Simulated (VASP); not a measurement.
Calculation: PBE GGA, VASP's PBE PAW potentials (set 64) (plane waves; VASP).

Input for VASP

POSCAR:
```
Ru
1
    1.3247581779    -2.2945486770    -0.0000000000
    1.3247581779     2.2945486770     0.0000000000
    0.0000000000    -0.0000000000     4.1839903301
Ru
2
Direct
  0.3333330000   0.6666670000   0.2500000000
  0.6666670000   0.3333330000   0.7500000000
```

**INCAR**
```
# general
SYSTEM =Ru
PREC   =Accurate
ENCUT  =500
LREAL  =.FALSE.
LASPH  =.TRUE.

# electronic loop
EDIFF  =1E-6
NELM   =100
ALGO   =Normal
LMAXMIX=4

# smearing
ISMEAR =1
SIGMA  =0.1

# functional
GGA    =PE

# ions
IBRION =2
NSW    =40
ISIF   =3
EDIFFG =-0.02
PSTRESS=300

# output
LWAVE  =.FALSE.
LCHARG =.FALSE.
```

**KPOINTS**
```
kpoints
0
G
16 16 9
```

POTCAR, in this order: Ru_pv (PBE.64 set). Program: vasp_std.

The run wrote:

**OSZICAR**
```
       N       E                     dE             d eps       ncg     rms          rms(c)
DAV:   1     0.283877091368E+03    0.28388E+03   -0.17782E+04  5416   0.171E+03
DAV:   2    -0.129801375746E+02   -0.29686E+03   -0.29129E+03  5686   0.494E+02
DAV:   3    -0.194953126473E+02   -0.65152E+01   -0.63427E+01  5640   0.790E+01
DAV:   4    -0.195614127318E+02   -0.66100E-01   -0.65990E-01  6584   0.710E+00
DAV:   5    -0.195625082472E+02   -0.10955E-02   -0.10955E-02  5804   0.815E-01    0.208E+01
DAV:   6    -0.184036804323E+02    0.11588E+01   -0.28338E+00  5464   0.181E+01    0.640E+00
DAV:   7    -0.182996211073E+02    0.10406E+00   -0.32895E-01  5546   0.565E+00    0.132E+00
DAV:   8    -0.182905931812E+02    0.90279E-02   -0.97765E-03  5496   0.121E+00    0.869E-02
DAV:   9    -0.182907031173E+02   -0.10994E-03   -0.39125E-04  7434   0.194E-01    0.529E-02
DAV:  10    -0.182907106365E+02   -0.75193E-05   -0.17842E-05  5696   0.453E-02    0.975E-03
DAV:  11    -0.182907143123E+02   -0.36758E-05   -0.20317E-06  3634   0.160E-02    0.376E-03
DAV:  12    -0.182907134728E+02    0.83953E-06   -0.15472E-07  2828   0.432E-03
   1 F= -.13527882E+02 E0= -.13528042E+02  d E =-.135279E+02
```

### OUTCAR
```
------------------------ aborting loop because EDIFF is reached ----------------------------------------
  FORCE on cell =-STRESS in cart. coord.  units (eV):
  Direction    XX          YY          ZZ          XY          YZ          ZX
  --------------------------------------------------------------------------------------
  Total        4.7410984      4.7410992      4.7608331      0.0000000      0.0000000      0.0000000
  in kB      298.6310733    298.6311267    299.8741202      0.0000000      0.0000000      0.0000000
  external PRESSURE =      -0.9545599 kB  Pullay stress =     300.0000000 kB
  volume of cell :       25.44
      direct lattice vectors                 reciprocal lattice vectors
     1.324758178 -2.294548677  0.000000000     0.377427374 -0.217907776  0.000000000
     1.324758178  2.294548677  0.000000000     0.377427374  0.217907776  0.000000000
     0.000000000  0.000000000  4.183990330     0.000000000  0.000000000  0.239006289
 POSITION                                       TOTAL-FORCE (eV/Angst)
 -----------------------------------------------------------------------------------
      1.32476      0.76485      1.04600        -0.000000      0.000000      0.000000
      1.32476     -0.76485      3.13799         0.000000     -0.000000      0.000000
 -----------------------------------------------------------------------------------
    total drift:                                0.000010      0.000479     -0.000045
  FREE ENERGIE OF THE ION-ELECTRON SYSTEM (eV)
  ---------------------------------------------------
  free  energy   TOTEN  =       -18.2907134728 eV

  energy  without entropy=      -18.2911945033  energy(sigma->0) =      -18.29087382
  enthalpy is  TOTEN    =       -13.5278818922 eV   P V=        4.7628315805

 reached required accuracy - stopping structural energy minimisation
```
(Selected blocks of OUTCAR.)

The compound is Ru in the hcp structure. It was relaxed first under an external pressure of 30 GPa.
